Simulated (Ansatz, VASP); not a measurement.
## RbNa2NiO2: VASP beside Ansatz

The input INCAR:

```
SYSTEM = RbNa2NiO2
PREC     = Accurate       ! precision mode
ENCUT    = 520            ! plane-wave cutoff, eV
EDIFF    = 1E-7           ! SCF threshold, eV
ISMEAR   = -1             ! smearing method
SIGMA    = 0.05           ! smearing width, eV
LREAL    = .False.        ! projectors in reciprocal space
LASPH    = .True.         ! aspherical terms in the spheres
NELM     = 100            ! most SCF steps
ALGO     = Normal         ! electronic algorithm
ISIF     = 2              ! what is computed and relaxed
LWAVE    = .False.        ! write WAVECAR
LCHARG   = .False.        ! write CHGCAR
ISPIN    = 2              ! spin polarisation
MAGMOM   = 0 1 0 0 0 0    ! initial moments
LORBIT   = 11             ! projections on sites
LMAXMIX  = 4              ! l up to which the mixer works
GGA      = PE             ! functional
NBANDS   = 36             ! bands
```

Contents of KPOINTS:

```
regular mesh
0
Gamma
  8 8 8
  0 0 0
```

POSCAR

```
RbNa2NiO2
1.0
   -2.3080128455      2.3080128455      4.8226932463
    2.3080128455     -2.3080128455      4.8226932463
    2.3080128455      2.3080128455     -4.8226932463
Rb Ni Na O
1 1 2 2
Direct
    0.0000000000      0.0000000000      0.0000000000
    0.5000000000      0.5000000000      0.0000000000
    0.7500000000      0.2500000000      0.5000000000
    0.2500000000      0.7500000000      0.5000000000
    0.3171210000      0.3171210000      0.0000000000
    0.6828790000      0.6828790000      0.0000000000
```

input.yaml

```yaml
crystal:
  lattice:
    - [-2.3080128455, 2.3080128455, 4.8226932463]
    - [2.3080128455, -2.3080128455, 4.8226932463]
    - [2.3080128455, 2.3080128455, -4.8226932463]
  atoms:
    - { symbol: Rb, position: [0.0, 0.0, 0.0] }
    - { symbol: Ni, position: [0.5, 0.5, 0.0], spin: 1.0 }
    - { symbol: Na, position: [0.75, 0.25, 0.5] }
    - { symbol: Na, position: [0.25, 0.75, 0.5] }
    - { symbol: O, position: [0.317121, 0.317121, 0.0] }
    - { symbol: O, position: [0.682879, 0.682879, 0.0] }
hamiltonian:
  xc: pbe
  pseudopotentials: { kind: paw }
magnetization:
  spin_polarized: true
kpoints:
  mp_grid: { grid: [8, 8, 8] }
scf:
  occupations: { method: fermi_dirac, width: 0.05 }
output:
  forces: true
  stress: true
  eigenvalues: true
  write_density: true
  write_potential: true
  elf: true
  volumetric_format: npy
```

Change from the starting cell: volume scaled by 0.98.

Alike in both runs: task single point; functional PBE; k mesh 8 × 8 × 8; occupations fermi-dirac, width 0.05 eV; collinear spin, ferromagnetic start.

|  | VASP | Ansatz |
| --- | --- | --- |
| version | VASP 6.6.1 | Ansatz 0.2.0 |
| potentials or method | VASP PAW PBE potentials, release 64 (Rb_sv, Ni, Na_pv, O) | Ansatz PAW |
| plane-wave cutoff (eV) | 520 | 420 |
| valence electrons in the cell | 45 | 57 |

|  | VASP | Ansatz | Ansatz less VASP |
| --- | --- | --- | --- |
| gap on the k mesh at the Fermi level (eV) | none | none | - |
| pressure (GPa) | 1.5 | 1.4 | -0.12 |
| largest component of the traceless stress (GPa) | 0.45 | 0.18 | -0.264 |
| rms of the force components (eV/Å) | 0.077 | 0.057 | -0.0200 |
| net moment per atom (μB) | 0.17 | 0.17 | 0.000 |
| size of the moment on the site where the two differ most (μB) | 0.75 | 0.72 | -0.030 |

Site moments also hang on the region over which each program counts them. Atom by atom the forces differ by 0.020 eV/Å (rms over components). A gap of «none» marks a metal or a gap that the smearing closes. The functional is the same, so the differences come from potentials, cutoffs and numerics. The two sets of potentials don't hold the same shells in valence.

Caveats: a cell with one magnetic atom can't hold antiferromagnetic order, which such compounds often take; semilocal functionals often make such compounds metallic where correlation or magnetic order opens a gap, which also shifts bond lengths.
